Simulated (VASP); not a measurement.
SiIH3, 5 atoms in the cell. The cell holds a molecule in a box, 5 atoms: a = 13.000 Å, b = 12.000 Å, c = 12.000 Å, α = 90.00°, β = 90.00°, γ = 90.00°.  The cell isn't the ideal one: atoms moved at random, drawn with an rms of 0.02 Å.

* Program: VASP 6.6.1
* Task: relaxation of the atoms
* Functional: PBE
* Potentials or basis: VASP PAW PBE potentials, release 64 (Si, I, H)
* Cutoff: 520 eV
* k mesh: 1 × 1 × 1
* Occupations: gaussian, width 0.01 eV
* Spin: no spin polarisation
* Further INCAR settings: ALGO = Normal; EDIFF = 1e-06; IBRION = 2; EDIFFG = -0.01; NSW = 40

Potentials or basis: VASP PAW PBE potentials, release 64 (Si, I, H).

Command:

```console
$ cat potpaw_PBE.64/Si/POTCAR potpaw_PBE.64/I/POTCAR potpaw_PBE.64/H/POTCAR > POTCAR
$ mpirun -np 1 vasp_gam > vasp.out
```

Hardware: 1 thread of Intel(R) Xeon(R) Platinum 8488C (Sapphire Rapids), on a shared host.

Question: How long does it take, and how much memory?

Answer: Wall time 10 min on 1 thread of Intel(R) Xeon(R) Platinum 8488C (Sapphire Rapids) (shared host), peak memory 1.5 GiB. Counts: scf iterations 98, k points 1, ion steps 14.
